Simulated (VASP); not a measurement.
A run of VASP 6.6.1:

INCAR

```
  ALGO = Fast
  EDIFF = 1E-4
  EDIFFG = -0.08
  ENCUT = 520
  GGA = PE
  IBRION = 2
  ISIF = 3
  ISMEAR = 0
  LASPH = T
  LCHARG = F
  LREAL = F
  LWAVE = F
  NELM = 60
  NSW = 24
  PREC = Normal
  SIGMA = 0.15
```

Contents of KPOINTS:

```
k-points
0
Gamma
  5 5 3
```

Contents of POSCAR:

```
Ti2RuC3
1.0
    3.2316626100      0.0000000000      0.0000000000
    0.0000000000      3.2316626100      0.0000000000
    0.0000000000      0.0000000000      6.8718967500
Ti Ru C
2 1 3
Direct
    0.5000000000      0.5000000000      0.7365469900
    0.0000000000      0.0000000000      0.2648670100
    0.0000000000      0.0000000000      0.6217470200
    0.5000000000      0.0000000000      0.9998509900
    0.0000000000      0.5000000000      0.9998509900
    0.5000000000      0.5000000000      0.3771390000
```

Potentials or basis: VASP PAW PBE potentials, release 64 (Ti_sv, Ru_pv, C).

The run is started by

```sh
$ cat potpaw_PBE.64/Ti_sv/POTCAR potpaw_PBE.64/Ru_pv/POTCAR potpaw_PBE.64/C/POTCAR > POTCAR
$ mpirun -np 1 vasp_std > vasp.out
```

Hardware: 1 thread of Intel(R) Xeon(R) 6975P-C (Granite Rapids) (shared host).

**Question.** Estimate the wall time of this run.

**Answer.** Run time: 2.7 min on 1 thread of Intel(R) Xeon(R) 6975P-C (Granite Rapids), with other jobs on the host, peak memory 0.16 GiB. Counts: scf iterations 252, k points 12, ion steps 22.
